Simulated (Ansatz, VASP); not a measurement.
## WSe2: VASP beside Ansatz

One calculation is typed for both programs; each brings its own data sets. How far apart do they land? The cell is taken from a series of runs on this material, whose earlier steps may have relaxed, scaled, displaced or heated it; both programs get it as it stands.

Program: Ansatz 0.2.0. Level of theory: plane waves, with VASP 6.6.1 beside it; zone-centre phonons at LDA. Results are calculated unless marked as measured.

### Step 1. The starting structure

The structure is hexagonal, space group P6_3/mmc (No. 194). The conventional cell has a = 3.250 Å, b = 3.250 Å, c = 12.821 Å, α = 90.00°, β = 90.00°, γ = 120.00°. Nearest to W lie 6 Se at 2.51 Å. Se has 3 W at 2.51 Å nearest. Farther neighbours and most contacts between anions are not listed.

### Step 2. Ansatz: zone-centre phonons, LDA

Ansatz runs on its PAW soft_1 files.

Second derivatives magnify differences that forces hide, and they need a tight electronic threshold.

input.yaml reads:

```yaml
crystal:
  lattice:
    - [3.2498823908, 0.0, 0.0]
    - [-1.6249411954, 2.8144807098, 0.0]
    - [0.0, 0.0, 12.8212984094]
  atoms:
    - { symbol: W, position: [0.3333333333, 0.6666666667, 0.25] }
    - { symbol: W, position: [0.6666666667, 0.3333333333, 0.75] }
    - { symbol: Se, position: [0.3333333333, 0.6666666667, 0.620001826] }
    - { symbol: Se, position: [0.6666666667, 0.3333333333, 0.120001826] }
    - { symbol: Se, position: [0.3333333333, 0.6666666667, 0.879998174] }
    - { symbol: Se, position: [0.6666666667, 0.3333333333, 0.379998174] }
kpoints:
  mp_grid: { grid: [9, 9, 2] }
hamiltonian:
  xc: lda
  pseudopotentials: { kind: paw, azcp: { folder: soft_1 }, xc_functional: pbe }
scf:
  occupations: { method: fixed }
output:
  eigenvalues: true
phonons:
  method: dfpt
```

Launch:

```console
$ ansatz run input.yaml --threads 8 --pin off --max-ram 15360MiB --backend cpu --events-out ev --progress --plain --runs-dir out
```

Numbers of over 12 decimals in the logs are rounded to 6 here.

Log:

```text
Engine: ansatz 0.2.0, aarch64-unknown-linux-gnu
Pseudopotentials: kind: paw
Pseudopotential: W, paw, valence charge 14, recommended cutoff 420 eV (normal), soft_1/W.paw.azcp
Pseudopotential: Se, paw, valence charge 16, recommended cutoff 420 eV (normal), soft_1/Se.paw.azcp
Functional definition: SPW92
  exchange = slater_x
  correlation = pw_c
Crystal: 6 atoms, lattice volume = 117.273 Å³
Basis set: ecut = 420 eV, 2323 PW (Γ), exchange–correlation on 48×48×180 points (8 copies of the dense FFT grid, shifted against one another)
Bands: 56, of which v1, the nominal top of the filled ones, is band 46 counted from 1 (45 counted from 0)
Symmetry: 24 space group operations
k-points: 50 of 162 (irreducible under 2 space group operations, time reversal used)
Non-local potential: W, projectors of the file, l = 0: 3, l = 1: 2, l = 2: 2, l = 3: 1
Non-local potential: Se, projectors of the file, l = 0: 2, l = 1: 2, l = 2: 3, l = 3: 1
PAW form: soft (Blöchl's): semilocal exchange-correlation on the pseudo side does not see the compensation charge
PAW frozen core: W, regenerated for the run's functional, and the local potential with it (the file was generated under x = pbe(κ = 0.804, μ = 0.219515), c = pbe(β = 0.066725))
PAW frozen core: Se, regenerated for the run's functional, and the local potential with it (the file was generated under x = pbe(κ = 0.804, μ = 0.219515), c = pbe(β = 0.066725))
PAW one-centre angular grid: W, 590 points (default); XC on 64 Gauss nodes
PAW one-centre angular grid: Se, 590 points (default); XC on 64 Gauss nodes
Initial density: superposition of atomic densities (chi_scale 0.1, normalization cell, long waves kept (reshape's long-wave potential 0.03 eV rms))
Initial wavefunctions: pseudopotential atomic-orbital guess
Functional: x = slater, c = lda
SCF iter   1: F=—  HF=-41799.389626 eV  |F-HF|=—  |Δ(HF+E_count)|=         —  Δρ=3.78e-2  dr2=6.57e0  ethr=3.10e-3  ⟨swp⟩=4.8  Hψ=8640  notcnv=0  defer=304
preconditioner: auto → Resta (q_TF=auto, 2.620 Å⁻¹)  ε∞=6.1  [insulator: Δε(μ)=0.892 eV  Ē_g=9.132 eV  n_scr=40 (ndim 8)  ℏωp=20.6 eV  f_vac=0.015  ε∞_Penn≈6.1]
SCF iter   2: F=—  HF=-41798.366641 eV  |F-HF|=—  |Δ(HF+E_count)|=    1.02e0  Δρ=2.27e-2  dr2=8.37e-1  ethr=3.10e-3  ⟨swp⟩=2.1  Hψ=3837  notcnv=0  defer=259
SCF iter   3: F=—  HF=-41798.136983 eV  |F-HF|=—  |Δ(HF+E_count)|=   2.30e-1  Δρ=8.78e-3  dr2=2.50e-1  ethr=9.10e-4  ⟨swp⟩=2.1  Hψ=3541  notcnv=0  defer=360
SCF iter   4: F=—  HF=-41798.078737 eV  |F-HF|=—  |Δ(HF+E_count)|=   5.82e-2  Δρ=2.24e-3  dr2=7.47e-3  ethr=2.72e-4  ⟨swp⟩=2.0  Hψ=3506  notcnv=0  defer=369
SCF iter   5: F=—  HF=-41798.077202 eV  |F-HF|=—  |Δ(HF+E_count)|=   1.53e-3  Δρ=9.97e-4  dr2=1.67e-3  ethr=8.12e-6  ⟨swp⟩=2.0  Hψ=5071  notcnv=0  defer=398
SCF iter   6: F=—  HF=-41798.077013 eV  |F-HF|=—  |Δ(HF+E_count)|=   1.89e-4  Δρ=3.18e-4  dr2=1.17e-4  ethr=1.82e-6  ⟨swp⟩=2.0  Hψ=4962  notcnv=0  defer=398
SCF iter   7: F=—  HF=-41798.077055 eV  |F-HF|=—  |Δ(HF+E_count)|=   4.20e-5  Δρ=6.37e-5  dr2=4.57e-6  ethr=1.27e-7  ⟨swp⟩=2.0  Hψ=3492  notcnv=0  defer=143
SCF iter   8: F=—  HF=-41798.077053 eV  |F-HF|=—  |Δ(HF+E_count)|=   1.95e-6  Δρ=2.18e-5  dr2=4.78e-7  ethr=4.97e-9  ⟨swp⟩=2.7  Hψ=4970  notcnv=0  defer=118
SCF iter   9: F=—  HF=-41798.077054 eV  |F-HF|=—  |Δ(HF+E_count)|=   2.51e-7  Δρ=5.53e-6  dr2=2.18e-8  ethr=5.20e-10  ⟨swp⟩=2.0  Hψ=3368  notcnv=0  defer=118
SCF iter  10: F=—  HF=-41798.077054 eV  |F-HF|=—  |Δ(HF+E_count)|=   4.16e-9  Δρ=7.66e-7  dr2=5.73e-10  ethr=2.37e-11  ⟨swp⟩=2.3  Hψ=4089  notcnv=0  defer=118
SCF iter  11: F=-41798.077054 eV  HF=-41798.077054 eV  |F-HF|=3.64e-11  |Δ(HF+E_count)|=  1.24e-10  Δρ=2.00e-7  dr2=3.45e-11  ethr=1.00e-12  ⟨swp⟩=13.3  Hψ=16152  notcnv=0
SCF 1 converged in 11 iterations: F = -41798.077054 eV  dr2 = 3.45e-11
  greatest PAW one-centre occupation: 1.000 electrons in one spin orbital (limit 2), on the Se atom at site 5 (counted from 0), in its partial waves of l = 2
DFPT response loops at Γ: preconditioner auto → Resta (q_TF=auto, 2.620 Å⁻¹)  ε∞=7.8 (no band partly filled); β = 1.00, the filter's whole step (`scf.mixing.beta` (0.50) is not read by the response loops at its default; to damp them type it under 1.00, their step now; it binds the ground state too); Broyden in place of MSR1
SCF converged after 11 iterations
Free energy (F): -41798.077054 eV
Harris-Foulkes:  -41798.077054 eV  (|F-HF|=3.64e-11)
Internal energy: -41798.077054 eV  (E = F + TS)
E sigma→0 (E₀):  -41798.077054 eV
Fermi energy:    12.881642 eV
--- Per-component energies (eV) ---
  E_band       = -1698.406414
  E_kinetic    = 1296.974360
  E_local      = -11985.387678  (includes V_loc(G=0)·N_el)
  E_nonlocal   = -1439.749129
  E_hartree    = 6185.900388
  E_xc         = -874.606941
  E_vxc        = -830.304681  (∫ρ·V_xc dr)
  E_paw        = -24832.246539  (= ΣΔE_a)
  E_vpaw       = -1111.739047  (= ΣTr[D̂ρ^β])
  E_aug_tail   = -0.001211  (compensation charges beyond the density's cutoff)
  E_ewald      = -10158.396241
  E_core_change = 9.435938  (= ΣΔE_core)
  E_smearing   = -0.000000  (= −TS)
  E_closure    = -0.000000  (closes the sum)
  Σ components = -41798.077054   (vs F -41798.077054, Δ=0.00e0)
--- Band table (eV; the first three rows and the last of 50) ---
  k-point 0: bands = [... 42 lower, 11.3977, 11.6199, 11.8671, 12.8816, 15.6133, 15.6133, 15.6700, 15.6700, ... 6 higher]
  k-point 1: bands = [... 42 lower, 11.3676, 11.3676, 12.6571, 12.6571, 15.6188, 15.6188, 15.6188, 15.6188, ... 6 higher]
  k-point 2: bands = [... 42 lower, 11.2652, 11.6728, 12.0774, 12.5621, 15.0750, 15.2755, 15.4040, 15.4143, ... 6 higher]
  k-point 49: bands = [... 42 lower, 10.8013, 10.8013, 11.8779, 11.8779, 14.3699, 14.3699, 15.3837, 15.3837, ... 6 higher]
--- Phonons (Γ-DFPT): 4 representative perturbations + reference, on 50 of 162 k-points (Σ response iterations 14) ---
  k mesh reduced under 2 symmetry operations, with k and −k counted as one. Each operation leaves every solved perturbation unchanged. A smaller set is not used because it would not reduce the number of displacements times k-points to solve
  ASR residual: 4.761e-5 → 0.000e0 eV/Å²; symmetrization residual: 1.565e-5 eV/Å²
  ASR residual per site (eV/Å²): 4.76e-5 4.76e-5 2.80e-5 2.80e-5 2.80e-5 2.80e-5
  Γ frequencies (cm⁻¹): 0.00 0.00 0.00 24.68 24.68 37.87 174.88 174.88 176.50 176.50 248.40 248.40 248.59 248.59 249.76 252.50 307.73 310.09
  non-analytic LO–TO correction: not included (Born effective charges unavailable; polar crystals: no LO–TO splitting at Γ)
```

[end of part 1 of 3]

[Lines on the potential files, build, host, timing and source positions are cut from VASP's logs without a mark.]

[Logs are printed without paths, hosts, clocks, repeated set-up lines and the standing remarks that a program may print on its own settings, such as how far it seeks lower states.]

[Hosts, paths, dates, database ids (printed as entryN), source tags and the programs' standing remarks are cut or masked in the printed files.]
